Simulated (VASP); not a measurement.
Ta2SiN2:

```
Ta Si N
1.0
     0.00000    5.38545    2.38350
     2.38357    0.00000    2.38350
     2.38357    5.38545    0.00000
Ta Si N
2 1 2
Cartesian
  2.3836 7.0435 2.3788
  2.3836 3.7274 2.3788
  2.3836 5.3854 4.7460
  1.1918 2.6927 1.1831
  3.5754 8.0782 3.5666
```

The cell was built by a generator and needn't be a form met in nature.

```yaml
Program: VASP 6.6.1
Task: relaxation of cell and atoms
Functional: PBE
Potentials_or_basis: VASP PAW PBE potentials, release 64 (Ta_pv, Si, N)
Cutoff: 520 eV
k_mesh: 4 × 4 × 4
Occupations: gaussian, width 0.15 eV
Spin: no spin polarisation
```

At the start: pressure 34.0 GPa; volume 12.24 Å³/atom.

**Question.** How do energy, volume and symmetry change on relaxing?

**Answer.** Over 7 steps the energy falls by 170.0 meV/atom and the volume is 13.39 Å³/atom (+9.4 %); space group I4/mmm (No. 139, to 0.05 Å).

The path:
```
step  energy change (eV)  largest force (eV/Å)  pressure (GPa)  volume (Å³)
   1              0.0000                4.4479           33.95        61.19
   2              3.3788                5.1564          -38.16        87.11
   3             -0.8226                0.6580           -3.40        67.79
   4             -0.8361                0.2742           -0.71        67.10
   5             -0.8370                0.1704           -0.08        66.91
   6             -0.8368                0.1002            0.60        66.79
   7             -0.8500                0.0770            0.38        66.95
```

Final structure:
```xyz
5
Lattice="0.0000 5.4563 2.4769 2.4768 0.0000 2.4769 2.4768 5.4563 0.0000" Properties=species:S:1:pos:R:3 pbc="T T T"
Ta    2.4768    7.0766    2.4694
Ta    2.4768    3.8361    2.4694
Si    2.4768    5.4563    4.9344
N     1.2384    2.7282    1.2308
N     3.7153    8.1845    3.7077
```

Caveat: the k mesh is coarse (spacing up to 0.49 Å⁻¹), so the values aren't converged.
